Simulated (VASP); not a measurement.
SiGe3:

```
Si Ge
1.0
     3.96000    2.28631    3.23333
    -3.96000    2.28631    3.23333
     0.00000   -4.57261    3.23333
Si Ge
2 6
Cartesian
  0.0000 0.0000 8.4875
  0.0000 0.0000 1.2125
  1.9800 1.1432 5.2542
  0.0000 2.2863 4.4458
  1.9800 -1.1432 4.4458
  0.0000 -2.2863 5.2542
  -1.9800 -1.1432 4.4458
  -1.9800 1.1432 5.2542
```

The cell was built by a generator and needn't be a form met in nature.

```yaml
Program: VASP 6.6.1
Task: relaxation of cell and atoms
Functional: PBE
Potentials_or_basis: VASP PAW PBE potentials, release 64 (Si, Ge_d)
Cutoff: 520 eV
k_mesh: 3 × 3 × 3
Occupations: gaussian, width 0.15 eV
Spin: no spin polarisation
```

At the start: pressure 2.9 GPa; volume 21.96 Å³/atom.

Where does the relaxation end?

Over 7 steps the energy falls by 14.6 meV/atom and the volume is 22.80 Å³/atom (+3.8 %); space group R-3m (No. 166, to 0.05 Å).

Step by step:
```tsv
step	energy change (eV)	largest force (eV/Å)	pressure (GPa)	volume (Å³)
1	0.0000	0.4833	2.90	175.64
2	-0.0984	0.1394	0.34	185.95
3	-0.0846	0.0903	-1.66	187.75
4	-0.0953	0.1299	-0.02	186.45
5	-0.0914	0.1106	-1.76	186.98
6	-0.0938	0.1206	-1.08	186.67
7	-0.1164	0.0311	0.27	182.40
```

Final structure:
```yaml
crystal:
  lattice:
    - [4.01116, 2.31584, 3.27264]
    - [-4.01116, 2.31584, 3.27264]
    - [0.00000, -4.63168, 3.27264]
  atoms:
    - { symbol: Si, position: [0.87791, 0.87791, 0.87791] }
    - { symbol: Si, position: [0.12209, 0.12209, 0.12209] }
    - { symbol: Ge, position: [0.87817, 0.37185, 0.37185] }
    - { symbol: Ge, position: [0.62816, 0.62816, 0.12183] }
    - { symbol: Ge, position: [0.62815, 0.12183, 0.62815] }
    - { symbol: Ge, position: [0.37185, 0.37185, 0.87817] }
    - { symbol: Ge, position: [0.12183, 0.62815, 0.62815] }
    - { symbol: Ge, position: [0.37185, 0.87817, 0.37185] }
```
